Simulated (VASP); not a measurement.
Level of theory: optB88-vdW, VASP's PBE PAW potentials (set 64) (plane waves; VASP).

VASP ran on this input.

**POSCAR**
```
CdS
1
    0.0000000000     2.9100000000     2.9100000000
    2.9100000000     0.0000000000     2.9100000000
    2.9100000000     2.9100000000     0.0000000000
Cd S
1 1
Direct
  0.0000000000   0.0000000000   0.0000000000
  0.2500000000   0.2500000000   0.2500000000
```

### KPOINTS
```
Automatic mesh
0
Gamma
7 7 7
0 0 0
```

**INCAR**
```
GGA  =  BO
SIGMA  =  0.05
EDIFFG  =  -0.01
IBRION  =  2   ! conjugate gradients
AGGAC  =  0.0
LWAVE  =  F
ENCUT  =  520   ! plane-wave cut-off (eV)
EDIFF  =  1E-6   ! SCF stop (eV)
LCHARG  =  F
NELM  =  100
ISIF  =  3
LREAL  =  F   ! projection in real space or not
LASPH  =  T
PREC  =  Accurate
ISMEAR  =  0
SYSTEM  =  CdS
PARAM2  =  0.22
ALGO  =  Normal   ! blocked Davidson
PARAM1  =  0.1833333333
LUSE_VDW  =  T
LMAXMIX  =  4   ! l cut-off of mixed one-centre charges
NSW  =  60   ! most ionic steps
```

POTCAR, in this order: Cd S (PBE.64 set). Program: vasp_std.

Output of the run:

### OSZICAR
```
       N       E                     dE             d eps       ncg     rms          rms(c)
DAV:   1     0.113837255936E+03    0.11384E+03   -0.93596E+03   528   0.126E+03
DAV:   2     0.308980436647E+01   -0.11075E+03   -0.10509E+03   560   0.298E+02
DAV:   3    -0.184504279636E+01   -0.49348E+01   -0.49163E+01   635   0.646E+01
DAV:   4    -0.188130676804E+01   -0.36264E-01   -0.36245E-01   585   0.554E+00
DAV:   5    -0.188183701829E+01   -0.53025E-03   -0.53025E-03   630   0.659E-01    0.826E+00
DAV:   6    -0.132362939412E+01    0.55821E+00   -0.11367E+00   724   0.143E+01    0.645E+00
DAV:   7    -0.130756306785E+01    0.16066E-01   -0.21721E-01   540   0.375E+00    0.336E+00
DAV:   8    -0.130726456147E+01    0.29851E-03   -0.19297E-02   545   0.212E+00    0.320E-01
DAV:   9    -0.130693453245E+01    0.33003E-03   -0.24423E-03   600   0.833E-01    0.990E-02
DAV:  10    -0.130701339786E+01   -0.78865E-04   -0.23927E-04   545   0.160E-01    0.599E-02
DAV:  11    -0.130704459317E+01   -0.31195E-04   -0.65178E-05   545   0.106E-01    0.180E-02
DAV:  12    -0.130703843598E+01    0.61572E-05   -0.26358E-05   581   0.722E-02    0.754E-03
DAV:  13    -0.130703858468E+01   -0.14870E-06   -0.19795E-06   527   0.119E-02
   1 F= -.13070386E+01 E0= -.13070386E+01  d E =-.130704E+01
       N       E                     dE             d eps       ncg     rms          rms(c)
DAV:   1    -0.209738059394E+01   -0.79034E+00   -0.16512E+01   560   0.570E+01    0.777E+00
DAV:   2    -0.141681388198E+01    0.68057E+00   -0.15989E+00   570   0.202E+01    0.278E+00
DAV:   3    -0.133814760533E+01    0.78666E-01   -0.19390E-01   560   0.553E+00    0.246E+00
DAV:   4    -0.132764601755E+01    0.10502E-01   -0.11798E-02   535   0.102E+00    0.586E-01
DAV:   5    -0.132681139301E+01    0.83462E-03   -0.20101E-03   630   0.643E-01    0.141E-01
DAV:   6    -0.132681649320E+01   -0.51002E-05   -0.30068E-04   525   0.221E-01    0.731E-02
DAV:   7    -0.132682420226E+01   -0.77091E-05   -0.15508E-05   555   0.384E-02    0.266E-02
DAV:   8    -0.132682312275E+01    0.10795E-05   -0.50119E-06   470   0.330E-02    0.563E-03
DAV:   9    -0.132682331788E+01   -0.19513E-06   -0.13912E-07   260   0.475E-03
   2 F= -.13268233E+01 E0= -.13268233E+01  d E =-.197847E-01
       N       E                     dE             d eps       ncg     rms          rms(c)
DAV:   1    -0.139505691485E+01   -0.68234E-01   -0.13234E+00   565   0.154E+01    0.188E+00
DAV:   2    -0.133618830085E+01    0.58869E-01   -0.15208E-01   575   0.625E+00    0.641E-01
DAV:   3    -0.133067897817E+01    0.55093E-02   -0.17049E-02   550   0.151E+00    0.538E-01
DAV:   4    -0.133020676696E+01    0.47221E-03   -0.82901E-04   525   0.345E-01    0.121E-01
DAV:   5    -0.133016074140E+01    0.46026E-04   -0.15181E-04   645   0.194E-01    0.436E-02
DAV:   6    -0.133016581306E+01   -0.50717E-05   -0.25095E-05   540   0.631E-02    0.164E-02
DAV:   7    -0.133016506735E+01    0.74572E-06   -0.12333E-06   325   0.950E-03
   3 F= -.13301651E+01 E0= -.13301651E+01  d E =-.231265E-01
```

OUTCAR:
```
------------------------ aborting loop because EDIFF is reached ----------------------------------------
  FORCE on cell =-STRESS in cart. coord.  units (eV):
  Direction    XX          YY          ZZ          XY          YZ          ZX
  --------------------------------------------------------------------------------------
  Total        0.0093591      0.0093591      0.0093591      0.0000000      0.0000000      0.0000000
  in kB        0.2896403      0.2896403      0.2896403      0.0000000      0.0000000      0.0000000
  external PRESSURE =       0.2896403 kB  Pullay stress =       0.0000000 kB
  volume of cell :       51.77
      direct lattice vectors                 reciprocal lattice vectors
     0.000000000  2.958139006  2.958139006    -0.169025187  0.169025187  0.169025187
     2.958139006 -0.000000000  2.958139006     0.169025187 -0.169025187  0.169025187
     2.958139006  2.958139006  0.000000000     0.169025187  0.169025187 -0.169025187
  FREE ENERGIE OF THE ION-ELECTRON SYSTEM (eV)
  ---------------------------------------------------
  free  energy   TOTEN  =        -1.3301650673 eV

  energy  without entropy=       -1.3301650673  energy(sigma->0) =       -1.33016507

 reached required accuracy - stopping structural energy minimisation
```
(Selected blocks of OUTCAR.)

### CONTCAR
```
CdS
   1.00000000000000
     0.0000000000000000    2.9581390062140072    2.9581390062140072
     2.9581390062140072   -0.0000000000000000    2.9581390062140072
     2.9581390062140072    2.9581390062140072    0.0000000000000000
  Cd              S
     1     1
Direct
     0.0000000000000000    0.0000000000000000    0.0000000000000000
     0.2500000000000000    0.2500000000000000    0.2500000000000000
```

### OUTCAR
```
 val. band max:        0.8006274549   @ k =   0.0000   0.0000   0.0000

 cond. band min:       1.7249951756   @ k =   0.0000   0.0000   0.0000


 Fermi energy:         1.0567659298

 k-point     1 :       0.0000    0.0000    0.0000
  band No.  band energies     occupation
      1     -11.3131      2.00000
      2      -6.8278      2.00000
      3      -6.8278      2.00000
      4      -6.8278      2.00000
      5      -6.4154      2.00000
      6      -6.4154      2.00000
      7       0.8006      2.00000
      8       0.8006      2.00000
      9       0.8006      2.00000
     10       1.7250      0.00000
     11       7.3224      0.00000
     12       7.3224      0.00000
     13       7.3224      0.00000

 k-point     2 :       0.1429    0.0000    0.0000
  band No.  band energies     occupation
      1     -11.2400      2.00000
      2      -6.8025      2.00000
      3      -6.8025      2.00000
      4      -6.7605      2.00000
      5      -6.4163      2.00000
      6      -6.4163      2.00000
      7      -0.4238      2.00000
      8       0.6579      2.00000
      9       0.6579      2.00000
     10       2.7319      0.00000
     11       6.9933      0.00000
     12       7.5559      0.00000
     13       7.5559      0.00000

 k-point     3 :       0.2857    0.0000    0.0000
  band No.  band energies     occupation
      1     -11.0751      2.00000
      2      -6.7537      2.00000
      3      -6.7537      2.00000
      4      -6.5212      2.00000
      5      -6.4076      2.00000
      6      -6.4076      2.00000
      7      -1.9983      2.00000
      8       0.3616      2.00000
      9       0.3616      2.00000
     10       3.5068      0.00000
     11       7.1205      0.00000
     12       7.8318      0.00000
     13       7.8318      0.00000

 k-point     4 :       0.4286    0.0000    0.0000
  band No.  band energies     occupation
      1     -10.9434      2.00000
      2      -6.7257      2.00000
      3      -6.7257      2.00000
...
```

Energy and stress use the plane-wave basis of the starting cell.

The compound is CdS in the zinc blende structure, a metastable form; wurtzite is the usual one. This run relaxes it. Symmetry was kept, so distortions that lower it aren't found.
